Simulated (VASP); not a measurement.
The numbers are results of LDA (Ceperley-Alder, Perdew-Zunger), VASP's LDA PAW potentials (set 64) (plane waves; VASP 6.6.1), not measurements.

VASP ran on this input.

File POSCAR:
```
C
1.7678950
  0.0000000000   1.0000000098   1.0000000098
  1.0000000098   0.0000000000   1.0000000098
  1.0000000098   1.0000000098   0.0000000000
C
2
Cart
  1.0000000098   1.0000000098   1.0000000098
  1.5000000148   1.5000000148   1.5000000148
```

File KPOINTS:
```
Automatic mesh
0
Gamma
16 16 16
0 0 0
```

### INCAR
```
! general
SYSTEM  = C
PREC    = Accurate
ENCUT   = 520
LREAL   = .FALSE.   ! projection in real space or not
LASPH   = .TRUE.   ! aspherical one-centre terms
NBANDS  = 24

! electronic loop
EDIFF   = 1E-7
NELM    = 100
ALGO    = Normal

! smearing
ISMEAR  = 0
SIGMA   = 0.01   ! width (eV)

! output
LWAVE   = .FALSE.
LCHARG  = .FALSE.
NEDOS   = 1001

! other
LOPTICS = .TRUE.
CSHIFT  = 0.1
```

POTCAR, in this order: C (LDA.64 set). Program: vasp_std.

The run wrote:

File OSZICAR:
```
       N       E                     dE             d eps       ncg     rms          rms(c)
DAV:   1     0.122609402936E+02    0.12261E+02   -0.38931E+03  7120   0.320E+02
DAV:   2    -0.206130110626E+02   -0.32874E+02   -0.31575E+02  8936   0.995E+01
DAV:   3    -0.211059920275E+02   -0.49298E+00   -0.49190E+00  8464   0.970E+00
DAV:   4    -0.211061911977E+02   -0.19917E-03   -0.19917E-03  8224   0.225E-01
DAV:   5    -0.211061912663E+02   -0.68558E-07   -0.68547E-07  8488   0.388E-03    0.589E+00
DAV:   6    -0.204674355900E+02    0.63876E+00   -0.13763E-01  8120   0.186E+00    0.340E+00
DAV:   7    -0.202457071954E+02    0.22173E+00   -0.19546E-01  8600   0.210E+00    0.775E-01
DAV:   8    -0.202455511083E+02    0.15609E-03   -0.80290E-03  7776   0.432E-01    0.738E-02
DAV:   9    -0.202455006628E+02    0.50446E-04   -0.51037E-05  8560   0.359E-02    0.212E-02
DAV:  10    -0.202455011230E+02   -0.46025E-06   -0.23963E-06  8176   0.775E-03    0.366E-03
DAV:  11    -0.202455010242E+02    0.98846E-07   -0.47487E-08  7128   0.108E-03
   1 F= -.20245501E+02 E0= -.20245501E+02  d E =-.226033E-55
 imaginary and real dielectric function
```

### OUTCAR
```
------------------------ aborting loop because EDIFF is reached ----------------------------------------
  FORCE on cell =-STRESS in cart. coord.  units (eV):
  Direction    XX          YY          ZZ          XY          YZ          ZX
  --------------------------------------------------------------------------------------
  Total        0.0002750      0.0002750      0.0002750     -0.0000000      0.0000000     -0.0000000
  in kB        0.0398725      0.0398725      0.0398725     -0.0000000      0.0000000     -0.0000000
  external PRESSURE =       0.0398725 kB  Pullay stress =       0.0000000 kB
  volume of cell :       11.05
      direct lattice vectors                 reciprocal lattice vectors
     0.000000000  1.767895017  1.767895017    -0.282822224  0.282822224  0.282822224
     1.767895017  0.000000000  1.767895017     0.282822224 -0.282822224  0.282822224
     1.767895017  1.767895017  0.000000000     0.282822224  0.282822224 -0.282822224
 POSITION                                       TOTAL-FORCE (eV/Angst)
 -----------------------------------------------------------------------------------
      1.76790      1.76790      1.76790        -0.000000     -0.000000      0.000000
      2.65184      2.65184      2.65184         0.000000      0.000000     -0.000000
 -----------------------------------------------------------------------------------
    total drift:                                0.000000     -0.000000      0.000000
  FREE ENERGIE OF THE ION-ELECTRON SYSTEM (eV)
  ---------------------------------------------------
  free  energy   TOTEN  =       -20.2455010242 eV

  energy  without entropy=      -20.2455010242  energy(sigma->0) =      -20.24550102

 plasma frequency squared (from intraband transitions) (eV^2)
  --------------------------------------------------------------------------------------
       0.000       0.000      -0.000
      -0.000       0.000       0.000
      -0.000      -0.000       0.000

 plasma frequency squared (from interband transitions, int dw w eps(2)(w)) (eV^2)
  --------------------------------------------------------------------------------------
     933.097       0.000      -0.000      -0.000       0.000      -0.000
      -0.000       0.000     933.097       0.000      -0.000      -0.000
       0.000       0.000      -0.000       0.000     933.097       0.000
```
(Selected blocks of OUTCAR.)

The structure comes from a computed database's C entry (Fd-3m); how it stands against other phases isn't given here. It was relaxed first.
